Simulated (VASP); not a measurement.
Shape and ions are relaxed at each volume.

Energy against volume of Hf (hcp). Level of theory: vdW-DF2, VASP's PBE PAW potentials (set 64) (plane waves; VASP).

```csv
V (Å³/atom),E (eV/atom)
22.071,-6.55562
22.775,-6.57904
23.480,-6.58647
24.184,-6.57993
24.888,-6.56127
```

Question: Fit a third-order Birch-Murnaghan equation of state.

Answer: 
```json
{
 "volume_per_atom": "23.49 Å³/atom",
 "bulk_modulus": "105 GPa",
 "pressure_derivative_of_the_bulk_modulus": "3.59"
}
```

Measured: bulk modulus 110 GPa at 0 K (computed value off by -3.9 %), as given by Vázquez-Parga, Fernández-Martínez, Viñes, J. Chem. Theory Comput. (2023), doi:10.1021/acs.jctc.3c00612, Supporting … [zero-point energy and finite temperature contributions removed].

The compound is Hf in the hcp structure. It was relaxed first, which changed the volume by +6 %.
